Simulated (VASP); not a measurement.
Consider the following.

```xyz
4
Lattice="2.7153 0.0000 0.0000 -2.7153 2.7153 0.0000 0.0000 0.0000 15.7600" Properties=species:S:1:pos:R:3 pbc="T T T"
Ir     0.0000     0.0000     6.9200
Ir     1.3576     1.3576     5.0000
Ir     0.0000     0.0000    10.7600
Ir     1.3576     1.3576     8.8400
```

These are PBE GGA, VASP's PBE PAW potentials (set 64) (plane waves; VASP) values and carry that method's errors. Run with 300 eV cut-off, 8×6×1 Γ-centred mesh, Fermi-Dirac smearing of 0.10 eV, potentials Ir.

The cell holds a wide vacuum, so values per volume refer to the whole cell. Unless said otherwise, spin-orbit coupling is left out, though it shifts the bands of the heavy elements here.

Q: Predict the energy per atom (σ→0), largest force, band gap (on the k-mesh) with the smallest direct gap where there is one.

A: 
```
Property                                                    Result
------------------------  ----------------------------------------
band gap (on the k-mesh)  none (metal, semimetal or under 0.01 eV)
energy per atom (σ→0)                       -788.4 kJ/mol of atoms
largest force                                           0.807 eV/Å
```

Only differences to runs with the same potentials and settings are physical.

The cell is a sheet with vacuum, built from a generated structure.
